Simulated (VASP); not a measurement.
Here is the system:

```xyz
4
Lattice="4.0715 0.0000 0.0000 0.0000 4.0715 0.0000 0.0000 0.0000 4.0715" Properties=species:S:1:pos:R:3 pbc="T T T"
Sc     0.0000     0.0000     0.0000
Al     0.0000     2.0358     2.0358
Al     2.0358     0.0000     2.0358
Al     1.9358     2.0358     0.0000
```

Level of theory: PBEsol GGA, VASP's PBE PAW potentials (set 64) (plane waves; VASP). Settings: 480 eV cut-off, 8×8×8 Γ-centred mesh, first-order Methfessel-Paxton smearing of 0.10 eV, potentials Sc_sv Al.

**Question.** Give the force on each atom (eV/Å).

**Answer.** 
| atom | Fx | Fy | Fz |
|---|---|---|---|
| Sc1 | -0.441 | 0.000 | 0.000 |
| Al2 | -0.197 | 0.000 | 0.000 |
| Al3 | -0.016 | 0.000 | 0.000 |
| Al4 | 0.655 | 0.000 | 0.000 |

**Question.** Give the stress tensor in GPa (positive for a compressed cell).

**Answer.** 
```
0.33  0.00  0.00
0.00  0.35  0.00
0.00  0.00  0.24
```
The pressure is its mean diagonal, 0.31 GPa.

The compound is Al3Sc in the L1_2 structure. This cell was strained or had an atom moved on purpose.
